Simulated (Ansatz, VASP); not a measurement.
# Cross-check of Ti2CF2 between VASP and Ansatz

Wanted: the spread between two codes on one cell, functional and k mesh. The cell is taken from a series of runs on this material, whose earlier steps may have relaxed, scaled, displaced or heated it; both programs get it as it stands.

Method: plane waves, with VASP 6.6.1 beside it; single point at PBE, in Ansatz 0.2.0.

## 1. Starting point

The cell holds 5 atoms: 1 C, 2 Ti and 2 F. Its edges and angles: a = 3.040 Å, b = 3.040 Å, c = 20.000 Å, α = 90.0°, β = 90.0°, γ = 120.0°. Vacuum lies along c.

## 2. Ansatz: single point, PBE

Ansatz runs on its default PAW (the set named soft_2) files.

With cell and atoms fixed, the geometry can't cause a difference; cores, projectors, grids and the points listed under the comparison can.

input.yaml

```yaml
crystal:
  lattice:
    - [3.04, 0.0, 0.0]
    - [-1.52, 2.63272, 0.0]
    - [0.0, 0.0, 20.0]
  atoms:
    - { symbol: C, position: [0.0, 0.0, 0.5] }
    - { symbol: Ti, position: [0.333333, 0.666667, 0.56] }
    - { symbol: Ti, position: [0.666667, 0.333333, 0.44] }
    - { symbol: F, position: [0.666667, 0.333333, 0.6175] }
    - { symbol: F, position: [0.333333, 0.666667, 0.3825] }
  periodic: [true, true, false]
kpoints:
  mp_grid: { grid: [6, 6, 1] }
hamiltonian:
  xc: pbe
scf:
  occupations: { method: gaussian, width: 0.1 }
output:
  forces: true
  stress: true
  eigenvalues: true
```

On the command line:

```bash
$ ansatz run input.yaml --threads 8 --pin off --max-ram 14336MiB --backend cpu --events-out ev --progress --plain --runs-dir out
```

Numbers of over 12 decimals in the logs are rounded to 6 here.

Log:

```text
Warning: crystal.periodic: the lattice vector that does not repeat stood 0.000° off the slab's normal, 20.000 Å along it as the deck builds it. The run solves the slab on a vector along the normal, 33.200 Å long, with every atom where it was (on the deck's vector they left 15.30 Å outside them, and the widest stretch free of ions among them is 1.20 Å). A fractional position that the run reports is one of the run's ce [...]
Warning: the atoms were moved onto the symmetric positions of the space group found under crystal.symmetry.tolerance 1.0e-5 (fractional; no operation is sought that the atoms, as they stand in a round, miss by more than twice it, and no atom is moved by as much as it), and the run uses the moved positions. Before a round's move an operation carried an atom to 3.04e-6 Å from where it should land, the largest such dist [...]
crystal.periodic: the lattice vector that does not repeat stood 0.000° off the slab's normal, 20.000 Å along it as the deck builds it. The run solves the slab on a vector along the normal, 33.200 Å long, with every atom where it was (on the deck's vector they left 15.30 Å outside them, and the widest stretch free of ions among them is 1.20 Å). A fractional position that the run reports is one of the run's cell, which [...]
Engine: ansatz 0.2.0, x86_64-unknown-linux-gnu
Pseudopotentials: kind: paw
Pseudopotential: C, paw, valence charge 4, recommended cutoff 420 eV (normal), C.paw.azcp
Pseudopotential: Ti, paw, valence charge 12, recommended cutoff 420 eV (normal), Ti.paw.azcp
Pseudopotential: F, paw, valence charge 7, recommended cutoff 420 eV (normal), F.paw.azcp
Functional definition: PBE
  parameter kappa = 0.804
  parameter beta = 0.066725
  exchange = pbe_x(kappa = kappa, mu = beta*pi^2/3)
  correlation = pbe_c(beta = beta)
Crystal: 5 atoms, lattice volume = 265.715 Å³
Basis set: ecut = 420 eV, 5151 PW (Γ), exchange–correlation on 48×48×450 points (8 copies of the dense FFT grid, shifted against one another)
Bands: 26, of which v1, the nominal top of the filled ones, is band 21 counted from 1 (20 counted from 0)
Symmetry: 12 space group operations
Space group: P-3m1 (ITA 164), of the structure as read, at distance tolerance 6.4e-5 Å
k-points: 7 of 36
Non-local potential: C, projectors of the file, l = 0: 2, l = 1: 2, l = 2: 1
Non-local potential: Ti, projectors of the file, l = 0: 3, l = 1: 2, l = 2: 3, l = 3: 1
Non-local potential: F, projectors of the file, l = 0: 2, l = 1: 2, l = 2: 1
PAW form: soft (Blöchl's): semilocal exchange-correlation on the pseudo side does not see the compensation charge
PAW one-centre angular grid: C, 110 points (default); XC on 64 Gauss nodes
PAW one-centre angular grid: Ti, 590 points (default); XC on 64 Gauss nodes
PAW one-centre angular grid: F, 110 points (default); XC on 64 Gauss nodes
Initial density: superposition of atomic densities (neutral atoms: chi_scale 0, normalization atom), corrected by the library's trained network
Initial wavefunctions: pseudopotential atomic-orbital guess
Functional: x = pbe(κ = 0.804, μ = 0.219515), c = pbe(β = 0.066725)
SCF iter   1: F=—  HF=-6872.290707 eV  |F-HF|=—  |Δ(HF+E_count)|=         —  Δρ=2.41e-3  dr2=1.47e-2  ethr=1.77e-3  ⟨swp⟩=9.4  Hψ=1136  notcnv=0
preconditioner: auto → LDOS  [metal: Δε(μ)=0.109 eV  Ē_g=7.683 eV  σ=0.100 eV  W_gap=0.46  n_scr=20 (ndim 8)  ℏωp=10.7 eV  f_vac=0.779  D(μ)=3.19/eV (n_scr^D=14)  β→1.0]
SCF iter   2: F=—  HF=-6872.289458 eV  |F-HF|=—  |Δ(HF+E_count)|=   1.25e-3  Δρ=1.48e-3  dr2=3.24e-3  ethr=3.49e-5  ⟨swp⟩=3.3  Hψ=503  notcnv=0  defer=3
SCF iter   3: F=—  HF=-6872.288433 eV  |F-HF|=—  |Δ(HF+E_count)|=   1.02e-3  Δρ=3.21e-4  dr2=2.77e-4  ethr=7.71e-6  ⟨swp⟩=2.7  Hψ=362  notcnv=0  defer=3
SCF iter   4: F=—  HF=-6872.288394 eV  |F-HF|=—  |Δ(HF+E_count)|=   3.90e-5  Δρ=1.29e-4  dr2=3.61e-5  ethr=6.59e-7  ⟨swp⟩=2.9  Hψ=383  notcnv=0  defer=3
SCF iter   5: F=—  HF=-6872.288403 eV  |F-HF|=—  |Δ(HF+E_count)|=   9.27e-6  Δρ=2.34e-5  dr2=2.56e-6  ethr=8.58e-8  ⟨swp⟩=3.3  Hψ=402  notcnv=0  defer=3
SCF iter   6: F=—  HF=-6872.288409 eV  |F-HF|=—  |Δ(HF+E_count)|=   5.69e-6  Δρ=7.44e-6  dr2=1.43e-7  ethr=6.09e-9  ⟨swp⟩=2.9  Hψ=358  notcnv=0  defer=3
SCF iter   7: F=-6872.288410 eV  HF=-6872.288410 eV  |F-HF|=6.52e-8  |Δ(HF+E_count)|=   5.86e-7  Δρ=1.23e-6  dr2=3.48e-9  ethr=2.38e-10  ⟨swp⟩=13.0  Hψ=1076  notcnv=0
SCF 1 converged in 7 iterations: F = -6872.288410 eV  dr2 = 3.48e-9
  greatest PAW one-centre occupation: 0.999 electrons in one spin orbital (limit 2), on the Ti atom at site 2 (counted from 0), in its partial waves of l = 0
SCF converged after 7 iterations
Free energy (F): -6872.288410 eV
Harris-Foulkes:  -6872.288410 eV  (|F-HF|=6.52e-8)
Internal energy: -6872.272222 eV  (E = F + TS)
E sigma→0 (E₀):  -6872.280316 eV
Entropy (-TS):   -0.016188 eV (-3.238 meV/atom)
Fermi energy:    -3.902304 eV
--- Per-component energies (eV) ---
  E_band       = -1040.629673
  E_kinetic    = 1051.341033
  E_local      = -129544.111192  (includes V_loc(G=0)·N_el)
  E_nonlocal   = 187.783129
  E_hartree    = 64127.512160
  E_xc         = -405.349498
  E_vxc        = -511.804043  (∫ρ·V_xc dr)
  E_paw        = -2594.497241  (= ΣΔE_a)
  E_vpaw       = -478.862791  (= ΣTr[D̂ρ^β])
  E_aug_tail   = 0.004263  (compensation charges beyond the density's cutoff)
  E_ewald      = 60305.045124
  E_smearing   = -0.016188  (= −TS)
  E_closure    = -0.000000  (closes the sum)
  Σ components = -6872.288410   (vs F -6872.288410, Δ=0.00e0)
--- Forces (eV/Å), atoms counted from 1 ---
  atom   1  C     -0.00000000     0.00000000     0.00000000
  atom   2  Ti    -0.00000000     0.00000000    -2.30576461
  atom   3  Ti     0.00000000    -0.00000000     2.30576461
  atom   4  F      0.00000000    -0.00000000     1.17184420
  atom   5  F     -0.00000000     0.00000000    -1.17184420
  max |Σ_I F_I| component: 4.63e-17 eV/Å
--- 2D stress c σ (N/m, compression-positive) ---
        2.282130       0.000000       0.000000
        0.000000       2.282130       0.000000
        0.000000       0.000000       0.000000
  P = ½ c Tr σ = 2.2821 N/m
--- Band table (eV; the first three rows and the last of 7) ---
  k-point 0: bands = [... 17 lower, -7.6503, -6.1326, -6.1326, -3.8598, -3.8598, -3.7826, -2.4933, -2.4933, ... 1 higher]
  k-point 1: bands = [... 17 lower, -7.5128, -7.0804, -6.3570, -4.3625, -3.3992, -3.3053, -2.6089, -2.3147, ... 1 higher]
  k-point 2: bands = [... 17 lower, -8.2322, -7.4237, -6.5636, -5.1701, -2.6718, -2.5104, -2.3126, -1.9677, ... 1 higher]
  k-point 6: bands = [... 17 lower, -8.2468, -8.2468, -7.4314, -3.4800, -2.7514, -2.7514, -2.0861, -2.0239, ... 1 higher]
```

In the SCF lines HF is the Harris–Foulkes energy and dr2 the Hartree energy of the density residual, in eV; the loop may stop once dr2 is under the threshold and the program's other checks hold. Hψ counts applications of the Hamiltonian.

## 3. VASP: single point, PBE

The same cell, functional, mesh and smearing now go to VASP, with its own data sets.

Lines of VASP's logs that name or quote its potential files are left out, and so is its time.

INCAR

```
SYSTEM = Ti2CF2
PREC = Accurate
ENCUT = 520
EDIFF = 1E-06
NELM = 120
ISMEAR = 0
SIGMA = 0.1
LREAL = .FALSE.
ALGO = Normal
GGA = PE
NBANDS = 27
LASPH = .TRUE.
LORBIT = 11
LWAVE = .FALSE.
LCHARG = .FALSE.
ISIF = 2
LDIPOL = .TRUE.
IDIPOL = 3
DIPOL = 0.5 0.5 0.5
LVHAR = .TRUE.
GGA_COMPAT = .FALSE.
NELMDL = -8
KPAR = 2
```

POSCAR

```
Ti2CF2
1.0
    3.0400000000      0.0000000000      0.0000000000
   -1.5200000000      2.6327200000      0.0000000000
    0.0000000000      0.0000000000     20.0000000000
C Ti F
1 2 2
Direct
    0.0000000000      0.0000000000      0.5000000000
    0.3333333333      0.6666666667      0.5600000000
    0.6666666667      0.3333333333      0.4400000000
    0.6666666667      0.3333333333      0.6175000000
    0.3333333333      0.6666666667      0.3825000000
```

KPOINTS

```
Automatic mesh
0
Gamma
6 6 1
0 0 0
```

Potentials, in the order of the species: C, Ti_sv and F (PBE family, release 64).

On the command line:

```bash
$ mpirun -np 2 vasp_std
```

Log:

```text
[banner, memory and clock lines left out]
running    2 mpi-ranks, on    1 nodes
 distrk:  each k-point on    1 cores,    2 groups
 distr:  one band on    1 cores,    1 groups

 POSCAR found type information on POSCAR C TiF
 POSCAR found :  3 types and       5 ions
 LDA part: xc-table for (Slater+PW92), standard interpolation
 POSCAR, INCAR and KPOINTS ok, starting setup
 FFT: planning ... GRIDC
 FFT: planning ... GRID_SOFT
 FFT: planning ... GRID
 WAVECAR not read
 entering main loop
       N       E                     dE             d eps       ncg     rms          rms(c)
DAV:   1     0.532622485394E+03    0.53262E+03   -0.22442E+04   418   0.150E+03
DAV:   2     0.270486696178E+02   -0.50557E+03   -0.49464E+03   449   0.455E+02
DAV:   3    -0.433497745965E+02   -0.70398E+02   -0.69975E+02   541   0.166E+02
DAV:   4    -0.495787186128E+02   -0.62289E+01   -0.62205E+01   612   0.443E+01
DAV:   5    -0.500436283235E+02   -0.46491E+00   -0.46483E+00   569   0.857E+00
DAV:   6    -0.500557306298E+02   -0.12102E-01   -0.12102E-01   580   0.173E+00
DAV:   7    -0.500563595315E+02   -0.62890E-03   -0.62890E-03   577   0.269E-01
DAV:   8    -0.500563661032E+02   -0.65717E-05   -0.65716E-05   580   0.386E-02    0.239E+01
DAV:   9    -0.397543598896E+02    0.10302E+02   -0.84105E+01   478   0.702E+01    0.727E+00
DAV:  10    -0.394350904160E+02    0.31927E+00   -0.63674E+00   464   0.202E+01    0.458E+00
DAV:  11    -0.393607497017E+02    0.74341E-01   -0.79145E-01   552   0.564E+00    0.108E+00
DAV:  12    -0.393512928125E+02    0.94569E-02   -0.11838E-01   480   0.282E+00    0.516E-01
DAV:  13    -0.393415255030E+02    0.97673E-02   -0.21002E-02   517   0.996E-01    0.129E-01
DAV:  14    -0.393405855854E+02    0.93992E-03   -0.18565E-03   497   0.326E-01    0.839E-02
[...]
DAV:  19    -0.393408666040E+02   -0.15355E-03   -0.79203E-05   466   0.532E-02    0.107E-02
DAV:  20    -0.393409686851E+02   -0.10208E-03   -0.32976E-05   455   0.379E-02    0.548E-03
DAV:  21    -0.393410345360E+02   -0.65851E-04   -0.60353E-06   375   0.132E-02    0.255E-03
DAV:  22    -0.393410702346E+02   -0.35699E-04   -0.47099E-06   421   0.106E-02    0.185E-03
DAV:  23    -0.393410975964E+02   -0.27362E-04   -0.22842E-06   337   0.845E-03    0.130E-03
DAV:  24    -0.393411016779E+02   -0.40815E-05   -0.30326E-07   240   0.397E-03    0.440E-04
DAV:  25    -0.393411036302E+02   -0.19524E-05   -0.80088E-08   215   0.166E-03    0.179E-04
DAV:  26    -0.393411042636E+02   -0.63340E-06   -0.36769E-08   210   0.124E-03
   1 F= -.39341104E+02 E0= -.39332989E+02  d E =-.162307E-01
```

Parts of OUTCAR (step 3):

```text
ion  position               nearest neighbor table
   1  0.000  0.000  0.500-   2 2.13   3 2.13   3 2.13   2 2.13   3 2.13   2 2.13
   2  0.333  0.667  0.560-   4 2.10   4 2.10   4 2.10   1 2.13   1 2.13   1 2.13
   3  0.667  0.333  0.440-   5 2.10   5 2.10   5 2.10   1 2.13   1 2.13   1 2.13
   4  0.667  0.333  0.617-   2 2.10   2 2.10   2 2.10
   5  0.333  0.667  0.383-   3 2.10   3 2.10   3 2.10

  LATTYP: Found a hexagonal cell.
 ALAT       =     3.0400000000
 C/A-ratio  =     6.5789473684

 Subroutine GETGRP returns: Found 12 space group operations
 (whereof 12 operations were pure point group operations)

The static configuration has the point symmetry D_3d.

 Found      7 irreducible k-points:

   k-points           NKPTS =      7   k-points in BZ     NKDIM =      7   number of bands    NBANDS=     27

   dimension x,y,z NGX =    24 NGY =   24 NGZ =  150
   dimension x,y,z NGXF=    48 NGYF=   48 NGZF=  300

   ENCUT  =  520.0 eV  38.22 Ry    6.18 a.u.   5.65  5.65 37.19*2*pi/ulx,y,z

   NELECT =      42.0000    total number of electrons

 k-points in reciprocal lattice and weights: Automatic mesh
   0.00000000  0.00000000  0.00000000       0.028
   0.16666667  0.00000000  0.00000000       0.167
   0.33333333 -0.00000000  0.00000000       0.167
   0.50000000 -0.00000000  0.00000000       0.083
   0.16666667  0.16666667  0.00000000       0.167
   0.33333333  0.16666667  0.00000000       0.333
   0.33333333  0.33333333  0.00000000       0.056

 dipolmoment           0.000000      0.000000      0.000000 electrons x Angstroem

 average (electrostatic) potential at core
       1 -54.2245       2 -81.5763       3 -81.5763       4 -82.0514       5 -82.0514

 E-fermi :   0.1110

 k-point     1 :       0.0000    0.0000    0.0000
  band No.  band energies     occupation
    ...
     18      -3.6298      2.00000
     19      -2.1123      2.00000
     20      -2.1123      2.00000
     21       0.1518      0.56339
     22       0.1518      0.56332
     23       0.2312      0.08914
     24       1.5161      0.00000
     25       1.5161      0.00000
     26       1.7405      0.00000
     27       1.7405      0.00000

 k-point     2 :       0.1667    0.0000    0.0000
  band No.  band energies     occupation
    ...
     17      -6.8792      2.00000
     18      -3.4907      2.00000
     19      -3.0619      2.00000
     20      -2.3376      2.00000
     21      -0.3484      2.00000
     22       0.6119      0.00000
     23       0.7065      0.00000
     24       1.4029      0.00000
     25       1.6938      0.00000
     26       1.7391      0.00000
    ...

 k-point     3 :       0.3333   -0.0000    0.0000
  band No.  band energies     occupation
    ...
     17      -7.1906      2.00000
     18      -4.2129      2.00000
     19      -3.4024      2.00000
     20      -2.5443      2.00000
     21      -1.1537      2.00000
     22       1.3396      0.00000
     23       1.4986      0.00000
     24       1.6969      0.00000
     25       2.0396      0.00000
     26       2.1350      0.00000
    ...

  Total        1.2628732      1.2628758      0.0285684     -0.0000000      0.0000000      0.0000000
  in kB       12.6404363     12.6404629      0.2859492     -0.0000000      0.0000000      0.0000000
  external PRESSURE =       8.5222828 kB  Pullay stress =       0.0000000 kB

  energy-cutoff  :      520.00
  volume of cell :      160.07
      direct lattice vectors                 reciprocal lattice vectors
     3.040000000  0.000000000  0.000000000     0.328947368  0.189917652  0.000000000
    -1.520000000  2.632720000  0.000000000     0.000000000  0.379835303  0.000000000
     0.000000000  0.000000000 20.000000000     0.000000000  0.000000000  0.050000000

 POSITION                                       TOTAL-FORCE (eV/Angst)
 -----------------------------------------------------------------------------------
      0.00000      0.00000     10.00000        -0.000000     -0.000000     -0.000000
     -0.00000      1.75515     11.20000        -0.000000      0.000000     -2.309072
      1.52000      0.87757      8.80000         0.000000     -0.000000      2.309072
      1.52000      0.87757     12.35000        -0.000000     -0.000000      1.207083
     -0.00000      1.75515      7.65000         0.000000      0.000000     -1.207083
 -----------------------------------------------------------------------------------
    total drift:                                0.000000     -0.000000      0.000000

  FREE ENERGIE OF THE ION-ELECTRON SYSTEM (eV)
  ---------------------------------------------------
  free  energy   TOTEN  =       -39.3411042636 eV

  energy  without entropy=      -39.3248735686  energy(sigma->0) =      -39.33298892

 vacuum level on the upper side and lower side of the slab         4.063         4.063

 total charge
# of ion       s       p       d       tot
------------------------------------------
    1        0.886   1.558   0.000   2.444
    2        2.175   6.188   1.967  10.330
    3        2.175   6.188   1.967  10.330
    4        1.738   4.374   0.000   6.112
    5        1.738   4.374   0.000   6.112
--------------------------------------------------
tot          8.711  22.683   3.934  35.328

[... 3 further parts left out ...]
```

This run has no spin polarisation, so a moment on Ti, if there is one, isn't seen.

## 4. Side by side

Known differences besides the potentials themselves: Ansatz cuts the interaction across the vacuum, VASP repeats the sheet with a dipole correction; the cutoff is 420 eV in Ansatz and 520 eV in VASP. Total energies have different zeros and are not compared.

Forces (eV/Å; atoms numbered as in POSCAR):

```tsv
atom	Ansatz x, y, z	VASP x, y, z
C1	0.000, 0.000, 0.000	0.000, 0.000, 0.000
Ti2	0.000, 0.000, -2.306	0.000, 0.000, -2.309
Ti3	0.000, 0.000, 2.306	0.000, 0.000, 2.309
F4	0.000, 0.000, 1.172	0.000, 0.000, 1.207
F5	0.000, 0.000, -1.172	0.000, 0.000, -1.207
```

The forces differ by 13 meV/Å r.m.s., which is 1.4 % of the r.m.s. force of 0.951 eV/Å (both taken over all components). With vacuum in the cell, a pressure given here is an average over mostly empty space and none of the material.

## 5. Summary of results

| Item | Value |
| --- | --- |
| r.m.s. force difference (single point, PBE) | 1.4 % of the r.m.s. force |

What this shows: The r.m.s. force difference is 1.4 % of the r.m.s. force (single point, PBE), within the 3 % picked in this series as the mark of a large difference. Such differences can come from data sets, numerical settings and the points named under the comparisons, not from the functional's error against experiment.

[Lines on the potential files, build, host, timing and source positions are cut from VASP's logs without a mark.]

[Logs are printed without paths, hosts, clocks, repeated set-up lines and the standing remarks that a program may print on its own settings, such as how far it seeks lower states.]

[Hosts, paths, dates, database ids (printed as entryN), source tags and the programs' standing remarks are cut or masked in the printed files.]
